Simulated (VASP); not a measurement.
```xyz
3
Lattice="0.0000 2.7416 2.7416 2.7416 0.0000 2.7416 2.7416 2.7416 0.0000" Properties=species:S:1:pos:R:3 pbc="T T T"
Si     1.3708     1.3708     1.3708
Si     4.1124     4.1124     4.1124
Ni     0.0000     0.0000     0.0000
```

Method: RPBE GGA, VASP's PBE PAW potentials (set 64) (plane waves; VASP). Numerical set-up: 520 eV cut-off, 11×11×11 Γ-centred mesh, tetrahedra with Blöchl corrections, potentials Si Ni.

### Question
The job: NiSi$_{2}$ (fluorite), 3 atoms, RPBE, static run, 520 eV, 11×11×11 Γ-centred mesh. Roughly how much core time does it take on a busy server core?

### Answer
About 20 core-seconds (one run on a shared machine, a rough figure). It had 56 irreducible k-points, 13 bands, up to 1129 plane waves and 18 electronic steps.

The compound is NiSi2 in the fluorite structure. It was relaxed first. The run is not spin-polarised, so no magnetic state was tried.
